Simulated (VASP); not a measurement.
```
Nb
1.0
   -1.65431     1.65431     1.65431
    1.65431    -1.65431     1.65431
    1.65431     1.65431    -1.65431
Nb
1
Cartesian
  0.00000   0.00000   0.00000
```

Method: PBE GGA, VASP's PBE PAW potentials (set 64) (plane waves; VASP). Settings: PREC = Normal, EDIFF = 1E-5, 400 eV cut-off, 17×17×17 Γ-centred mesh, first-order Methfessel-Paxton smearing of 0.10 eV, potentials Nb_sv.

Q: Predict the energy per atom (σ→0), band gap (on the k-mesh) with the smallest direct gap where there is one.

A: 
```yaml
band gap (on the k-mesh): none (metal, semimetal or under 0.01 eV)
energy per atom (σ→0): -985.4 kJ/mol of atoms
```

Only differences to runs with the same potentials and settings are physical.

The compound is Nb in the bcc structure. It was relaxed first.
